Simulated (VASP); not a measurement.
A VASP calculation is set up with these files.

### INCAR
```
SYSTEM = Si
PREC = Accurate
ENCUT = 400
EDIFF = 1E-6
NELM = 100
ALGO = Normal
LREAL = .FALSE.
LASPH = .TRUE.
ISMEAR = 0
SIGMA = 0.05
GGA = PE
LWAVE = .FALSE.
LCHARG = .FALSE.
ISIF = 2
LSORBIT = .TRUE.
MAGMOM = 0 0 0 0 0 0
GGA_COMPAT = .FALSE.
```

### POSCAR
```
Si
1
    0.0000000000     2.7155000000     2.7155000000
    2.7155000000     0.0000000000     2.7155000000
    2.7155000000     2.7155000000     0.0000000000
Si
2
Direct
  0.0000000000   0.0000000000   0.0000000000
  0.2500000000   0.2500000000   0.2500000000
```

File KPOINTS:
```
Automatic mesh
0
Gamma
6 6 6
0 0 0
```

POTCAR, in this order: Si (PBE.64 set). Program: vasp_std.

Output of the run:

**standard output**
```
 POSCAR found type information on POSCAR Si
 POSCAR found :  1 types and       2 ions
 Reading from existing POTCAR

 -----------------------------------------------------------------------------
|                                                                             |
|     EEEEEEE  RRRRRR   RRRRRR   OOOOOOO  RRRRRR      ###     ###     ###     |
|     E        R     R  R     R  O     O  R     R     ###     ###     ###     |
|     E        R     R  R     R  O     O  R     R     ###     ###     ###     |
|     EEEEE    RRRRRR   RRRRRR   O     O  RRRRRR       #       #       #      |
|     E        R   R    R   R    O     O  R   R                               |
|     E        R    R   R    R   O     O  R    R      ###     ###     ###     |
|     EEEEEEE  R     R  R     R  OOOOOOO  R     R     ###     ###     ###     |
|                                                                             |
|     ERROR: Noncollinear calculations require that VASP is compiled          |
|     without the flag -DNGXhalf and-DNGZhalf.                                |
|     You probably tried to run a noncollinear calculation                    |
|     (LNONCOLLINEAR=T) with the executable vasp_std. Use vasp_ncl            |
|     instead!                                                                |
|                                                                             |
|       ---->  I REFUSE TO CONTINUE WITH THIS SICK JOB ... BYE!!! <----       |
|                                                                             |
 -----------------------------------------------------------------------------
```

### Question
Read the log: what went wrong, and how is it fixed?

### Answer
The cause: LSORBIT needs the non-collinear program vasp_ncl. VASP stops with an error: ERROR: Noncollinear calculations require that VASP is compiled without the flag -DNGXhalf and-DNGZhalf. You probably tried to run a noncollinear calculation (LNONCOLLINEAR=T) with the executable vasp_std. Use vasp_ncl instead! ----> I REFUSE TO CONTINUE WITH THIS SICK JOB ... BYE!!! <---- To mend it, run vasp_ncl.

The mended run (PBE GGA with spin-orbit coupling, plane waves, VASP's PBE PAW potentials (set 64)) converges, and its OSZICAR ends with
```
   1 F= -.10821098E+02 E0= -.10821098E+02  d E =-.945950E-17  mag=    -0.0000     0.0000    -0.0000
```

The compound is Si in the diamond structure. The cell was not relaxed at this level.
